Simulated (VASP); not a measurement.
Output of a VASP run:

File OSZICAR:
```
       N       E                     dE             d eps       ncg     rms          rms(c)
DAV:   1     0.110265899377E+03    0.11027E+03   -0.98744E+03  2080   0.137E+03
DAV:   2    -0.221984340434E+02   -0.13246E+03   -0.12789E+03  2435   0.335E+02
DAV:   3    -0.274889502170E+02   -0.52905E+01   -0.52345E+01  3427   0.590E+01
DAV:   4    -0.276110136962E+02   -0.12206E+00   -0.12201E+00  2666   0.796E+00
DAV:   5    -0.276129176590E+02   -0.19040E-02   -0.19039E-02  3201   0.896E-01    0.201E+01
DAV:   6    -0.249938177794E+02    0.26191E+01   -0.78284E+00  2535   0.195E+01    0.803E+00
DAV:   7    -0.249652055415E+02    0.28612E-01   -0.87518E-01  3195   0.606E+00    0.288E+00
DAV:   8    -0.249657587315E+02   -0.55319E-03   -0.92576E-02  2477   0.278E+00    0.760E-01
DAV:   9    -0.249631575297E+02    0.26012E-02   -0.16632E-02  2614   0.104E+00    0.148E-01
DAV:  10    -0.249631210553E+02    0.36474E-04   -0.96082E-04  2727   0.288E-01    0.421E-02
DAV:  11    -0.249631358561E+02   -0.14801E-04   -0.31607E-05  2743   0.686E-02    0.122E-02
DAV:  12    -0.249631356280E+02    0.22806E-06   -0.17603E-06  2676   0.136E-02    0.371E-03
DAV:  13    -0.249631356191E+02    0.89258E-08   -0.22798E-07  2338   0.412E-03
   1 F= -.24963136E+02 E0= -.24963152E+02  d E =-.249631E+02
```

### OUTCAR
```
------------------------ aborting loop because EDIFF is reached ----------------------------------------
  FORCE on cell =-STRESS in cart. coord.  units (eV):
  Direction    XX          YY          ZZ          XY          YZ          ZX
  --------------------------------------------------------------------------------------
  Total       -1.3068936     -1.3068941     -1.2953980      0.0000000     -0.0000000     -0.0000000
  in kB      -65.8891919    -65.8892144    -65.3096215      0.0000000     -0.0000000     -0.0000000
  external PRESSURE =     -65.6960093 kB  Pullay stress =       0.0000000 kB
  volume of cell :       31.78
      direct lattice vectors                 reciprocal lattice vectors
     1.600322069 -2.771839606  0.000000000     0.312437109 -0.180385618  0.000000000
     1.600322069  2.771839606  0.000000000     0.312437109  0.180385618  0.000000000
     0.000000000  0.000000000  3.582045990     0.000000000  0.000000000  0.279170062
 POSITION                                       TOTAL-FORCE (eV/Angst)
 -----------------------------------------------------------------------------------
      0.00000      0.00000      0.00000         0.000000     -0.000000     -0.000000
      1.60032      0.92395      1.79102         0.000000      0.000000     -0.000000
      1.60032     -0.92395      1.79102        -0.000000     -0.000000      0.000000
 -----------------------------------------------------------------------------------
    total drift:                                0.000000     -0.000000      0.000000
  FREE ENERGIE OF THE ION-ELECTRON SYSTEM (eV)
  ---------------------------------------------------
  free  energy   TOTEN  =       -24.9631356191 eV

  energy  without entropy=      -24.9631845124  energy(sigma->0) =      -24.96315192

 reached required accuracy - stopping structural energy minimisation
```
(Selected blocks of OUTCAR.)

POSCAR:
```
ZrB2
1
    1.6003220691    -2.7718396064     0.0000000000
    1.6003220691     2.7718396064     0.0000000000
    0.0000000000     0.0000000000     3.5820459896
Zr B
1 2
Direct
  0.0000000000   1.0000000000   0.0000000000
  0.3333330000   0.6666670000   0.5000000000
  0.6666670000   0.3333330000   0.5000000000
```

Q: Write an INCAR and KPOINTS that could have produced this output.

A: One answer among several that fit: the input of the run itself, PBE GGA, plane waves, VASP's PBE PAW potentials (set 64).

### INCAR
```
SYSTEM = ZrB2
PREC = Accurate
ENCUT = 520
EDIFF = 1E-7
NELM = 100
ALGO = Normal
LREAL = .FALSE.
LASPH = .TRUE.
ISMEAR = 1
SIGMA = 0.1
GGA = PE
LMAXMIX = 4
LWAVE = .FALSE.
LCHARG = .FALSE.
ISIF = 4
IBRION = 2
NSW = 30
EDIFFG = -0.01
```

**KPOINTS**
```
Regular mesh
0
Gamma
  11 11 9
```

POTCAR, in this order: Zr_sv B (PBE.64 set). Program: vasp_std.

The compound is ZrB2 in the AlB2 type structure. This cell is one point of a volume scan, at 1.03 of the reference volume.
